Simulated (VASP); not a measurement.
All values below come from PBEsol GGA, VASP's PBE PAW potentials (set 64) (plane waves; VASP).

VASP input:

**KPOINTS**
```
Automatic mesh
0
G
8 8 5
```

**POSCAR**
```
Mg(AlC)2
1
    3.3757709079     0.0000000000     0.0000000000
   -1.6878854539     2.9235033288    -0.0000000000
    0.0000000000    -0.0000000000     5.7673839210
Mg Al C
1 2 2
Direct
  1.0000000000   0.0000000000   1.0000000000
  0.6666670000   0.3333330000   0.3500742310
  0.3333330000   0.6666670000   0.6499257690
  0.3333330000   0.6666670000   0.2692715034
  0.6666670000   0.3333330000   0.7307284966
```

### INCAR
```
# general
SYSTEM = Mg(AlC)2
PREC   = Accurate
ENCUT  = 520
LREAL  = .FALSE.
LASPH  = .TRUE.

# electronic loop
EDIFF  = 1E-7
NELM   = 100
ALGO   = Normal

# smearing
ISMEAR = -5

# functional
GGA    = PS

# ions
ISIF   = 2

# output
LWAVE  = .FALSE.
LCHARG = .TRUE.
LORBIT = 11
NEDOS  = 601

# other
LEFG   = .TRUE.
```

POTCAR, in this order: Mg Al C (PBE.64 set). Program: vasp_std.

The run wrote:

OUTCAR:
```
 ion  position               nearest neighbor table
   1  0.000  0.000  0.000-   4 2.49   5 2.49   4 2.49   5 2.49   5 2.49   4 2.49   2 2.81   3 2.81
                             3 2.81   2 2.81   3 2.81   2 2.81
   2  0.667  0.333  0.350-   4 2.00   4 2.00   4 2.00   5 2.20   3 2.61   3 2.61   3 2.61   1 2.81
                             1 2.81   1 2.81
   3  0.333  0.667  0.650-   5 2.00   5 2.00   5 2.00   4 2.20   2 2.61   2 2.61   2 2.61   1 2.81
                             1 2.81   1 2.81
   4  0.333  0.667  0.269-   2 2.00   2 2.00   2 2.00   3 2.20   1 2.49   1 2.49   1 2.49
   5  0.667  0.333  0.731-   3 2.00   3 2.00   3 2.00   2 2.20   1 2.49   1 2.49   1 2.49
  LATTYP: Found a hexagonal cell.
 ALAT       =     3.3757709079
 C/A-ratio  =     1.7084642526
 Subroutine PRICEL returns:
 Original cell was already a primitive cell.
 Subroutine GETGRP returns: Found 12 space group operations
The static configuration has the point symmetry D_3d.
The dynamic configuration has the point symmetry D_3d.
 Subroutine INISYM returns: Found 12 space group operations
 Subroutine IBZKPT returns following result:
 Found     40 irreducible k-points:

 Following reciprocal coordinates:
            Coordinates               Weight
  0.000000  0.000000  0.000000      1.000000
  0.125000  0.000000  0.000000      6.000000
  0.250000  0.000000  0.000000      6.000000
  0.375000  0.000000  0.000000      6.000000
  0.500000  0.000000  0.000000      3.000000
  0.125000  0.125000  0.000000      6.000000
  0.250000  0.125000  0.000000     12.000000
  0.375000  0.125000  0.000000     12.000000
  0.250000  0.250000  0.000000      6.000000
  0.375000  0.250000  0.000000      6.000000
  0.000000  0.000000  0.200000      2.000000
  0.125000  0.000000  0.200000      6.000000
  0.000000  0.125000  0.200000      6.000000
  0.250000  0.000000  0.200000      6.000000
  0.000000  0.250000  0.200000      6.000000
  0.375000  0.000000  0.200000      6.000000
  0.000000  0.375000  0.200000      6.000000
  0.500000  0.000000  0.200000      6.000000
  0.125000  0.125000  0.200000     12.000000
  0.250000  0.125000  0.200000     12.000000
 -0.125000  0.375000  0.200000     12.000000
  0.375000  0.125000  0.200000     12.000000
 -0.125000  0.500000  0.200000     12.000000
  0.250000  0.250000  0.200000     12.000000
  0.375000  0.250000  0.200000     12.000000
  0.000000  0.000000  0.400000      2.000000
  0.125000  0.000000  0.400000      6.000000
  0.000000  0.125000  0.400000      6.000000
  0.250000  0.000000  0.400000      6.000000
  0.000000  0.250000  0.400000      6.000000
  0.375000  0.000000  0.400000      6.000000
  0.000000  0.375000  0.400000      6.000000
  0.500000  0.000000  0.400000      6.000000
  0.125000  0.125000  0.400000     12.000000
  0.250000  0.125000  0.400000     12.000000
 -0.125000  0.375000  0.400000     12.000000
  0.375000  0.125000  0.400000     12.000000
 -0.125000  0.500000  0.400000     12.000000
  0.250000  0.250000  0.400000     12.000000
  0.375000  0.250000  0.400000     12.000000
   k-points           NKPTS =     40   k-points in BZ     NKDIM =     40   number of bands    NBANDS=     12
   number of dos      NEDOS =    601   number of ions     NIONS =      5
   total plane-waves  NPLWV =  37632
   dimension x,y,z NGX =    28 NGY =   28 NGZ =   48
   dimension x,y,z NGXF=    56 NGYF=   56 NGZF=   96
   ions per type =               1   2   2
   PREC   = accura    normal or accurate (medium, high low for compatibility)
   ISTART =      0    job   : 0-new  1-cont  2-samecut
   ICHARG =      2    charge: 1-file 2-atom 10-const
   ISPIN  =      1    spin polarized calculation?
   LNONCOLLINEAR =      F non collinear calculations
   LSORBIT =      F    spin-orbit coupling
...
```

File OSZICAR:
```
       N       E                     dE             d eps       ncg     rms          rms(c)
DAV:   1     0.389336131506E+02    0.38934E+02   -0.69508E+03   960   0.114E+03
DAV:   2    -0.295066188779E+02   -0.68440E+02   -0.62238E+02  1428   0.174E+02
DAV:   3    -0.336444565657E+02   -0.41378E+01   -0.41101E+01  1268   0.452E+01
DAV:   4    -0.337083244821E+02   -0.63868E-01   -0.63835E-01  1164   0.648E+00
DAV:   5    -0.337094830391E+02   -0.11586E-02   -0.11583E-02  1252   0.902E-01    0.980E+00
DAV:   6    -0.297462742722E+02    0.39632E+01   -0.13297E+01  1172   0.217E+01    0.317E+00
DAV:   7    -0.296533554769E+02    0.92919E-01   -0.60210E-01  1192   0.547E+00    0.204E+00
DAV:   8    -0.296128593576E+02    0.40496E-01   -0.70879E-02  1112   0.227E+00    0.287E-01
DAV:   9    -0.296110324388E+02    0.18269E-02   -0.11144E-02  1164   0.720E-01    0.133E-01
DAV:  10    -0.296109607828E+02    0.71656E-04   -0.43143E-04  1224   0.165E-01    0.710E-02
DAV:  11    -0.296109565309E+02    0.42519E-05   -0.55192E-05  1144   0.574E-02    0.243E-02
DAV:  12    -0.296109538349E+02    0.26959E-05   -0.34600E-05  1168   0.366E-02    0.728E-03
DAV:  13    -0.296109530944E+02    0.74056E-06   -0.19753E-06  1172   0.962E-03    0.352E-03
DAV:  14    -0.296109530273E+02    0.67057E-07   -0.14494E-07   708   0.305E-03
   1 F= -.29610953E+02 E0= -.29610953E+02  d E =0.000000E+00
```

**OUTCAR**
```
------------------------ aborting loop because EDIFF is reached ----------------------------------------
  FORCE on cell =-STRESS in cart. coord.  units (eV):
  Direction    XX          YY          ZZ          XY          YZ          ZX
  --------------------------------------------------------------------------------------
  Total        0.0177209      0.0177209      0.0526565      0.0000000      0.0000000      0.0000000
  in kB        0.4988169      0.4988169      1.4822021      0.0000000      0.0000000      0.0000000
  external PRESSURE =       0.8266119 kB  Pullay stress =       0.0000000 kB
  volume of cell :       56.92
      direct lattice vectors                 reciprocal lattice vectors
     3.375770908  0.000000000  0.000000000     0.296228633  0.171027683  0.000000000
    -1.687885454  2.923503329  0.000000000     0.000000000  0.342055366  0.000000000
     0.000000000  0.000000000  5.767383921     0.000000000  0.000000000  0.173388839
 POSITION                                       TOTAL-FORCE (eV/Angst)
 -----------------------------------------------------------------------------------
      0.00000      0.00000      0.00000         0.000000      0.000000      0.000000
      1.68789      0.97450      2.01901         0.000000      0.000000     -0.011608
     -0.00000      1.94900      3.74837         0.000000      0.000000      0.011608
     -0.00000      1.94900      1.55299        -0.000000      0.000000     -0.009004
      1.68789      0.97450      4.21439         0.000000     -0.000000      0.009004
 -----------------------------------------------------------------------------------
    total drift:                                0.000000     -0.000000      0.000000
  FREE ENERGIE OF THE ION-ELECTRON SYSTEM (eV)
  ---------------------------------------------------
  free  energy   TOTEN  =       -29.6109530273 eV

  energy  without entropy=      -29.6109530273  energy(sigma->0) =      -29.61095303

 total charge

# of ion       s       p       d       tot
------------------------------------------
    1        0.148   0.151   0.048   0.347
    2        0.385   0.456   0.000   0.841
    3        0.385   0.456   0.000   0.841
    4        0.831   1.569   0.000   2.400
    5        0.831   1.569   0.000   2.400
--------------------------------------------------
tot          2.580   4.201   0.048   6.828

 Electric field gradients after diagonalization (V/A^2)
 (convention: |V_zz| > |V_xx| > |V_yy|)
----------------------------------------------------------------------
 ion       V_xx      V_yy      V_zz     asymmetry (V_yy - V_xx)/ V_zz
----------------------------------------------------------------------
   1       1.643     1.643    -3.287       0.000
   2     -11.908   -11.908    23.817       0.000
   3     -11.908   -11.908    23.817       0.000
   4      -4.675    -4.675     9.350       0.000
   5      -4.675    -4.675     9.350       0.000
```
(Selected blocks of OUTCAR.)

**OUTCAR**
```
 val. band max:        6.7277140581   @ k =   0.1250   0.0000   0.0000

 cond. band min:       8.4731268126   @ k =   0.5000   0.0000   0.4000


 Fermi energy:         6.7400788775

 k-point     1 :       0.0000    0.0000    0.0000
  band No.  band energies     occupation
      1      -6.5844      2.00000
      2      -3.9932      2.00000
      3       0.2058      2.00000
      4       5.6228      2.00000
      5       5.6228      2.00000
      6       6.5080      2.00000
      7       6.5206      2.00000
      8       6.5206      2.00000
      9      10.0945      0.00000
     10      11.2382      0.00000
     11      13.3344      0.00000
     12      13.3344      0.00000

 k-point     2 :       0.1250    0.0000    0.0000
  band No.  band energies     occupation
      1      -6.3665      2.00000
      2      -3.8316      2.00000
      3       0.4367      2.00000
      4       4.4131      2.00000
      5       5.3046      2.00000
      6       5.6124      2.00000
      7       6.4222      2.00000
      8       6.7277      2.00000
      9      10.6656      0.00000
     10      11.4580      0.00000
     11      12.4241      0.00000
     12      13.9307      0.00000

 k-point     3 :       0.2500    0.0000    0.0000
  band No.  band energies     occupation
      1      -5.7349      2.00000
      2      -3.4090      2.00000
      3       1.1105      2.00000
      4       2.4722      2.00000
      5       3.9633      2.00000
      6       4.7284      2.00000
      7       6.1159      2.00000
      8       6.4428      2.00000
      9      10.1507      0.00000
     10      11.2565      0.00000
     11      12.2664      0.00000
     12      13.5029      0.00000

 k-point     4 :       0.3750    0.0000    0.0000
  band No.  band energies     occupation
      1      -4.7896      2.00000
      2      -3.0262      2.00000
      3       0.9022      2.00000
      4       2.1429      2.00000
      5       2.4137      2.00000
      6       4.2852      2.00000
...
```

The structure comes from a computed database's Al2MgC2 entry (P-3m1); how it stands against other phases isn't given here. It was relaxed first.
